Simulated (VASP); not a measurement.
Energy against volume of FeAl (CsCl type). These are PW91 GGA, VASP's PBE PAW potentials (set 64) (plane waves; VASP) values and carry that method's errors. Run with 520 eV cut-off, 13×13×13 Γ-centred mesh, first-order Methfessel-Paxton smearing of 0.10 eV, potentials Al Fe.

```csv
V (Å³/atom),E (eV/atom)
11.448,-6.26776
11.802,-6.27419
12.156,-6.26861
12.510,-6.25279
```

Question: Fit these four points and predict the energy of the run at 11.094 Å³/atom.

Answer: A cubic in V^(−2/3), the third-order Birch-Murnaghan form, passes through the four points with V0 = 11.81 Å³/atom and B0 = 181 GPa, and gives -6.2472 eV/atom there. The run gave -6.2472 eV/atom, -0.0 meV/atom from the fit; all five points give B0 = 181 GPa.

The compound is FeAl in the CsCl type structure. It was relaxed first. The run is not spin-polarised, so no magnetic state was tried.
